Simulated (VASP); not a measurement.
Elastic constants (GPa) of a crystal from PBEsol GGA, VASP's PBE PAW potentials (set 64) in VASP 6.6.1:

|  | xx | yy | zz | yz | xz | xy |
|---|---|---|---|---|---|---|
| xx | 37.1 | 7.7 | 7.7 | 0.0 | 0.0 | 0.0 |
| yy | 7.7 | 37.1 | 7.7 | 0.0 | 0.0 | 0.0 |
| zz | 7.7 | 7.7 | 37.1 | 0.0 | 0.0 | 0.0 |
| yz | 0.0 | 0.0 | 0.0 | 6.8 | 0.0 | 0.0 |
| xz | 0.0 | 0.0 | 0.0 | 0.0 | 6.8 | 0.0 |
| xy | 0.0 | 0.0 | 0.0 | 0.0 | 0.0 | 6.8 |

Problem. Work out the Voigt, Reuss and Hill moduli, Young's modulus and Poisson's ratio.

Solution. All eigenvalues are positive (smallest 6.8 GPa), so the crystal is stable. K_V = (C11+C22+C33+2(C12+C13+C23))/9 = (111.3 + 2×23.1)/9 = 17.5 GPa; G_V = (111.3 − 23.1 + 3×20.4)/15 = 10.0 GPa. From the compliances, K_R = 17.5 GPa and G_R = 8.7 GPa. Hill: K = 17.5 GPa, G = 9.3 GPa, E = 9KG/(3K+G) = 23.7 GPa, ν = (3K−2G)/(2(3K+G)) = 0.274. K/G = 1.88, above Pugh's 1.75; universal anisotropy A^U = 0.75.

Problem. With a density of 3.81 g/cm³, what are the mean sound speeds?

Solution. v_l = √((K+4G/3)/ρ) = 2.80 km/s and v_t = √(G/ρ) = 1.56 km/s. The crystal is NaI (rock salt), cubic.

The compound is NaI in the rock salt structure. It was relaxed first.
